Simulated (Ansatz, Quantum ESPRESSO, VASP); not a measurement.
Code comparison for YCl₃ (P1, 8 atoms in the cell)

Self-consistent single point, at a second geometry (lattice scaled by 0.98). First geometry:

```yaml
crystal:
  lattice:
    - [3.45853, -5.98236, 0.00000]
    - [3.45853, 5.98236, 0.00000]
    - [-2.27692, 0.00000, 6.17628]
  atoms:
    - { symbol: Y, position: [0.16775, 0.83232, 0.01550] }
    - { symbol: Y, position: [0.82822, 0.16184, 0.00139] }
    - { symbol: Cl, position: [0.95178, 0.58792, 0.23513] }
    - { symbol: Cl, position: [0.06194, 0.41646, 0.77187] }
    - { symbol: Cl, position: [0.41558, 0.06017, 0.76211] }
    - { symbol: Cl, position: [0.57828, 0.94611, 0.24775] }
    - { symbol: Cl, position: [0.79312, 0.78219, 0.73670] }
    - { symbol: Cl, position: [0.20332, 0.21298, 0.22956] }
```

Shared settings, as Ansatz (a program for electronic structure) writes them: kpoints.mp_grid.grid = 3 3 3; scf.occupations.method = fermi_dirac; scf.occupations.width = 0.0015 Ry. Potentials and cutoffs stand in the table.

```csv
code,model,ΔF from the first geometry (meV/atom),pressure (GPa),largest force (eV/Å),gap on the mesh (eV),cutoff
Ansatz,"LDA (PW92), PAW files made with PBE",-14.8,0.07,1.461,4.631,default
Quantum ESPRESSO,"LDA (PZ), GBRV 1.5 ultrasoft (LDA) pseudopotentials",-14.9,0.04,1.464,4.636,40 Ry
VASP,"LDA (PZ), VASP's LDA PAW potentials (set 64)",-14.2,-0.21,1.456,4.633,300 eV
```

Size of the force on each atom (eV/Å): Sizes of forces hide their directions.

```tsv
code	Y1	Y2	Cl3	Cl4	Cl5	Cl6	Cl7	Cl8
Ansatz	1.461	0.806	1.229	0.254	0.273	0.242	0.614	0.601
Quantum ESPRESSO	1.464	0.806	1.233	0.255	0.272	0.244	0.613	0.604
VASP	1.456	0.806	1.233	0.260	0.261	0.250	0.605	0.612
```

Gaps are read on the mesh.

The spread over the programs that give each value: ΔF from the first geometry within 0.7 meV/atom; pressure within 0.28 GPa; largest force within 0.008 eV/Å; gap on the mesh within 0.005 eV.

Ansatz's pressure is given at a fixed set of plane waves, as the other plane-wave codes print theirs. The same LDA comes in different parametrisations, which differ slightly.

VASP's run is marked for a possible Pulay error in its stress at this cutoff; no cutoff test was made.

The starting cell comes from a database of computed structures (which also holds hypothetical and non-ambient phases and stackings), without a prior relaxation at this level. Its atoms were displaced at random from the sites of space group no. 12. For this run, on top of that: lattice scaled by 0.98.

Left out of this page: GPAW, CP2K and SIESTA (not drawn, or without a comparable value).

Keys are those of Ansatz 0.2.
